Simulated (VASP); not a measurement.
An input for Ansatz (written as the equivalent of a VASP run, and not itself run):

Ansatz 0.2 input:
```yaml
crystal:
  lattice:
    - [0.0000000, 2.6544150, 2.6544150]
    - [2.6544150, 0.0000000, 2.6544150]
    - [2.6544150, 2.6544150, 0.0000000]
  atoms:
    - { symbol: K, position: [0.0000000, 0.0000000, 0.0000000] }
    - { symbol: F, position: [0.5000000, 0.5000000, 0.5000000] }
kpoints:
  mp_grid: { grid: [9, 9, 9] }
hamiltonian:
  xc: pbe
  pseudopotentials: { kind: paw }
scf:
  occupations: { method: fermi_dirac, width: 0.02 }
  max_iter: 100
output: { forces: true, stress: true, eigenvalues: true }
```

Q: Write the VASP files for the same calculation (PBE).

A: One answer among several that fit: 
File KPOINTS:
```
Automatic mesh
0
Gamma
9 9 9
0 0 0
```

File POSCAR:
```
KF
1
    0.0000000000     2.6544150000     2.6544150000
    2.6544150000     0.0000000000     2.6544150000
    2.6544150000     2.6544150000     0.0000000000
K F
1 1
Direct
  0.0000000000   0.0000000000   0.0000000000
  0.5000000000   0.5000000000   0.5000000000
```

INCAR:
```
# general
SYSTEM = KF
PREC   = Accurate
ENCUT  = 400
LREAL  = .False.
LASPH  = .True.

# electronic loop
EDIFF  = 1E-6
NELM   = 100
ALGO   = Normal

# smearing
ISMEAR = -1
SIGMA  = 0.02

# functional
GGA    = PE

# ions
ISIF   = 2

# output
LWAVE  = .False.
LCHARG = .False.
```

POTCAR, in this order: K_sv F (PBE.64 set). Program: vasp_std.

The two are equivalent in intent, not identical: each code has its own PAW files, so the cut-off isn't converted (ENCUT is set for VASP's; basis.ecutwfc is left out, and Ansatz then takes the one that its files recommend); Ansatz stops its SCF on the density residual and VASP on the energy change (EDIFF).

The structure comes from a computed database's KF entry; how it stands against other phases isn't given here. The cell was not relaxed at this level.
